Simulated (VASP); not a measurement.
## Be3Se2O: density of states with PBE

Be3Se2O:

```
CELL_PARAMETERS angstrom
-1.70413 5.09102 2.31993
1.70413 -5.09102 2.31993
1.70413 5.09102 -2.31993
ATOMIC_POSITIONS crystal
Be 0.34001 0.20637 0.13365
Be 0.07272 0.20637 0.86635
Be 0.82365 0.32365 0.50000
Se 0.33969 0.00185 0.33784
Se 0.66400 0.00185 0.66216
O 0.00949 0.00949 0.00000
```

The cell was built by a generator and needn't be a form met in nature.

| Property | Result |
| --- | --- |
| Program | VASP 6.6.1 |
| Task | density of states |
| Functional | PBE |
| Potentials or basis | VASP PAW PBE potentials, release 64 (Be, Se, O) |
| Cutoff | 520 eV |
| k mesh | 10 × 10 × 10 |
| Occupations | gaussian, width 0.03 eV |
| Spin | no spin polarisation |
| k mesh for the DOS | 15 × 15 × 15 |
| Occupations for the DOS | tetrahedron |
| Further INCAR settings | ALGO = Normal; EDIFF = 1e-07; NBANDS = 21 |

```yaml
Valence_electrons_inside_the_program's_atomic_spheres: Be 1.06, 0.85; Se 4.01; O 5.07
```

Levels at points of the mesh, in eV from the valence-band top:
| k point | band 8 | band 9 | band 10 | band 11 | band 12 | band 13 | band 14 | band 15 | band 16 | band 17 |
| --- | --- | --- | --- | --- | --- | --- | --- | --- | --- | --- |
| (0.00, 0.00, 0.00) | -4.72 | -1.72 | -1.59 | -1.50 | -0.22 | 1.86 | 4.03 | 4.99 | 5.83 | 5.94 |

States per cell in windows of 1 eV (zero at the valence-band top; states under -8 eV left out):
```tsv
from (eV)	total	O6_p	Se4_p	Se5_p	Be3_p	Be1_p	Be2_p
-8.0	0.31	0.09	0.02	0.02	0.01	0.01	0.01
-7.0	3.92	1.47	0.17	0.17	0.08	0.11	0.11
-6.0	2.40	0.90	0.14	0.14	0.08	0.06	0.06
-5.0	2.88	0.50	0.40	0.40	0.06	0.10	0.10
-4.0	2.23	0.24	0.40	0.40	0.07	0.08	0.08
-3.0	2.86	0.18	0.59	0.59	0.08	0.11	0.11
-2.0	2.97	0.13	0.69	0.69	0.09	0.12	0.12
-1.0	0.45	0.01	0.12	0.12	0.00	0.02	0.02
0.0	0.00	0.00	0.00	0.00	0.00	0.00	0.00
1.0	0.06	0.00	0.00	0.00	0.01	0.00	0.00
2.0	0.80	0.02	0.02	0.02	0.08	0.03	0.03
3.0	1.82	0.07	0.04	0.04	0.15	0.09	0.09
4.0	2.49	0.11	0.07	0.07	0.15	0.13	0.13
5.0	3.11	0.14	0.10	0.10	0.17	0.19	0.19
6.0	3.85	0.16	0.15	0.15	0.30	0.29	0.29
7.0	3.06	0.11	0.14	0.14	0.27	0.23	0.23
```

Run time: 3 min on 4 MPI ranks on Intel(R) Xeon(R) 6975P-C (Granite Rapids), with other jobs on the host, peak memory 0.92 GiB a rank.
